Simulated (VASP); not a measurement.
An input for Ansatz (written as the equivalent of a VASP run, and not itself run):

Ansatz 0.2 input:
```yaml
crystal:
  lattice:
    - [-2.9425330, 5.0263370, 2.8398300]
    - [2.9425330, -5.0263370, 2.8398300]
    - [2.9425330, 5.0263370, -2.8398300]
  atoms:
    - { symbol: Si, position: [0.7500000, 0.7500000, 0.0000000] }
    - { symbol: Si, position: [0.2500000, 0.2500000, 0.0000000] }
    - { symbol: S, position: [0.8847500, 0.7985600, 0.6833100] }
    - { symbol: S, position: [0.1152500, 0.2014400, 0.3166900] }
    - { symbol: S, position: [0.6152500, 0.2985600, 0.9138100] }
    - { symbol: S, position: [0.3847500, 0.7014400, 0.0861900] }
kpoints:
  mp_grid: { grid: [6, 6, 6] }
hamiltonian:
  xc: pbe
  pseudopotentials: { kind: paw }
scf:
  occupations: { method: fermi_dirac, width: 0.01 }
  max_iter: 100
output: { forces: true, stress: true, eigenvalues: true }
```

**Question.** Translate this input to VASP (INCAR, KPOINTS, POSCAR, choice of POTCAR).

**Answer.** Several could match; the one computed here: 
KPOINTS:
```
Automatic mesh
0
Gamma
6 6 6
0 0 0
```

POSCAR:
```
SiS2
6.4797530
 -0.4541119083   0.7756988577   0.4382620757
  0.4541119083  -0.7756988577   0.4382620757
  0.4541119083   0.7756988577  -0.4382620757
Si S
2 4
Cart
  0.0000000000   0.0000000000   0.6573931136
  0.0000000000   0.0000000000   0.2191310379
  0.2711593027   0.5969002710   0.4382620757
  0.1829526056   0.1787985867   0.0000000000
  0.2711593027   0.9544974443  -0.0000000000
  0.1829526056  -0.1787985867   0.4382620757
```

INCAR:
```
SYSTEM = SiS2
PREC = Accurate; ENCUT = 180; LREAL = .False.
LASPH = .True.
EDIFF = 1E-6; NELM = 100; ALGO = Normal
ISMEAR = -1; SIGMA = 0.01
GGA = PE
ISIF = 2
LWAVE = .False.; LCHARG = .False.
```

POTCAR, in this order: Si S (PBE.64 set). Program: vasp_std.

Limits of the translation: each code has its own PAW files, so the cut-off isn't converted (ENCUT is set for VASP's; basis.ecutwfc is left out, and Ansatz then takes the one that its files recommend); Ansatz stops its SCF on the density residual and VASP on the energy change (EDIFF).

The structure comes from a computed database's SiS2 entry; how it stands against other phases isn't given here. The cell was not relaxed at this level. The run is one of a series of settings (ENCUT = 180, KPOINTS 6×6×6 Γ-centred mesh against the base run), some of them coarse on purpose.
